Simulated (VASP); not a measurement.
Data:

```yaml
crystal:
  lattice:
    - [1.54000, -2.66736, 0.00000]
    - [1.54000, 2.66736, 0.00000]
    - [0.00000, 0.00000, 5.05000]
  atoms:
    - { symbol: Si, position: [0.66667, 0.33333, 0.50000] }
    - { symbol: Si, position: [0.33333, 0.66667, 0.00000] }
    - { symbol: C, position: [0.66667, 0.33333, 0.87500] }
    - { symbol: C, position: [0.33333, 0.66667, 0.37500] }
```

Level of theory: PBE GGA, VASP's PBE PAW potentials (set 64) (plane waves; VASP). Settings: 520 eV cut-off, 6×6×4 Γ-centred mesh, Gaussian smearing of 0.050 eV, potentials Si C.

Q: Give the stress tensor in GPa (positive for a compressed cell).

A: 
```
2.43  0.00  0.00
0.00  2.43  0.00
0.00  0.00  3.21
```
The pressure is its mean diagonal, 2.69 GPa.

The compound is SiC in the wurtzite structure, the rare 2H polytype. The cell was not relaxed at this level.
